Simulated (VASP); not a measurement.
```xyz
6
Lattice="0.0000 4.8093 4.8093 4.8093 0.0000 4.8093 4.8093 4.8093 0.0000" Properties=species:S:1:pos:R:3 pbc="T T T"
Y      1.2023     1.2023     1.2023
Y      1.2023     3.6070     3.6070
Y      3.6070     1.2023     3.6070
Y      3.6070     3.6070     1.2023
Tc     7.2140     7.2140     7.2140
Tc     4.8093     4.8093     4.8093
```

All values below come from PBE GGA, VASP's PBE PAW potentials (set 64) (plane waves; VASP). Run with 300 eV cut-off, 3×3×3 Γ-centred mesh, Fermi-Dirac smearing of 0.10 eV, potentials Y_sv Tc_pv.

At this cut-off the stress carries a Pulay error, which pulls relaxed volumes low.

Q: Estimate the energy per atom (σ→0), pressure, band gap (on the k-mesh) with the smallest direct gap where there is one.

A: 
| Quantity | Value |
|---|---|
| band gap (on the k-mesh) | none (metal, semimetal or under 0.01 eV) |
| energy per atom (σ→0) | -5.918 eV/atom |
| pressure | -10.99 GPa |

Only differences to runs with the same potentials and settings are physical.

The structure was generated: Y2Tc was put into an ordered model structure, which need not be its known phase. The cell was not relaxed at this level. The k-mesh is coarse (spacing up to 0.38 per Å, 2π included), so the numbers may not be converged in it.
